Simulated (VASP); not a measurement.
Given:

```
BeS
1.0
    0.00000     2.43093     2.43093
    2.43093     0.00000     2.43093
    2.43093     2.43093     0.00000
Be S
1 1
Direct
  0.00000   0.00000   0.00000
  0.25000   0.25000   0.25000
```

These are r2SCAN+rVV10, VASP's PBE PAW potentials (set 64) (plane waves; VASP) values and carry that method's errors. Numerical set-up: 520 eV cut-off, 10×10×10 Γ-centred mesh, tetrahedra with Blöchl corrections, potentials Be S.

Give the energies of bands 2 to 7 at the high-symmetry points, in eV from the valence-band maximum.

```tsv
band	Γ	X	U	L	W
2	0.00	-5.17	-4.68	-5.93	-4.38
3	0.00	-2.70	-4.18	-1.05	-3.96
4	0.00	-2.70	-2.23	-1.05	-3.39
5	6.25	3.53	4.81	6.04	6.92
6	6.25	5.36	8.06	7.12	8.69
7	6.25	13.80	11.38	7.12	9.21
```

The gap is indirect, 3.53 eV, from the valence maximum at Γ to the conduction minimum at X.

The compound is BeS in the zinc blende structure. It was relaxed first.
